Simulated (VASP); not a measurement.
VASP input:

### POSCAR
```
ZrPbO3
1
    2.9322248202     1.6929213187     4.8690683863
   -2.9322248202     1.6929213187     4.8690683863
   -0.0000000000    -3.3858416441     4.8690683967
Pb Zr O
2 2 6
Direct
  0.2872226267   0.2872226267   0.2872226267
  0.7872226267   0.7872226267   0.7872226267
  0.0146155938   0.0146155938   0.0146155938
  0.5146155938   0.5146155938   0.5146155938
  0.7355367825   0.2121996837   0.3007153135
  0.3007153134   0.7355367825   0.2121996836
  0.2121996837   0.3007153134   0.7355367825
  0.8007153134   0.7121996837   0.2355367825
  0.2355367825   0.8007153134   0.7121996836
  0.7121996837   0.2355367825   0.8007153135
```

### INCAR
```
SYSTEM = ZrPbO3
PREC = Accurate
ENCUT = 520
EDIFF = 1E-6
NELM = 100
ALGO = Normal
LREAL = .FALSE.
LASPH = .TRUE.
ISMEAR = 0
SIGMA = 0.05
METAGGA = R2SCAN
LMIXTAU = .TRUE.
LMAXMIX = 4
LWAVE = .FALSE.
LCHARG = .FALSE.
IBRION = 2
ISIF = 3
NSW = 60
EDIFFG = -0.02
```

**KPOINTS**
```
Automatic mesh
0
Gamma
4 4 4
0 0 0
```

POTCAR, in this order: Pb_d Zr_sv O (PBE.64 set). Program: vasp_std.

Task: Write an equivalent input for Ansatz.

Result: One equivalent input (not run):
Ansatz 0.2 input:
```yaml
crystal:
  lattice:
    - [2.9322248, 1.6929213, 4.8690684]
    - [-2.9322248, 1.6929213, 4.8690684]
    - [0.0000000, -3.3858416, 4.8690684]
  atoms:
    - { symbol: Pb, position: [0.2872226, 0.2872226, 0.2872226] }
    - { symbol: Pb, position: [0.7872226, 0.7872226, 0.7872226] }
    - { symbol: Zr, position: [0.0146156, 0.0146156, 0.0146156] }
    - { symbol: Zr, position: [0.5146156, 0.5146156, 0.5146156] }
    - { symbol: O, position: [0.7355368, 0.2121997, 0.3007153] }
    - { symbol: O, position: [0.3007153, 0.7355368, 0.2121997] }
    - { symbol: O, position: [0.2121997, 0.3007153, 0.7355368] }
    - { symbol: O, position: [0.8007153, 0.7121997, 0.2355368] }
    - { symbol: O, position: [0.2355368, 0.8007153, 0.7121997] }
    - { symbol: O, position: [0.7121997, 0.2355368, 0.8007153] }
kpoints:
  mp_grid: { grid: [4, 4, 4] }
hamiltonian:
  xc: r2scan
  pseudopotentials: { kind: paw }
scf:
  occupations: { method: gaussian, width: 0.05 }
  max_iter: 100
relax:
  max_steps: 60
  f_tol: 0.02
  cell: {}
output: { forces: true, stress: true, eigenvalues: true }
```
Limits of the translation: each code has its own PAW files, so the cut-off isn't converted (ENCUT is set for VASP's; basis.ecutwfc is left out, and Ansatz then takes the one that its files recommend); Ansatz stops its SCF on the density residual and VASP on the energy change (EDIFF).

The structure was generated: ZrPbO3 was put into the LiNbO3 type (R3c), which need not be its known phase. This run relaxes it. Symmetry was kept, so distortions that lower it aren't found. The start is the result of an earlier pass.
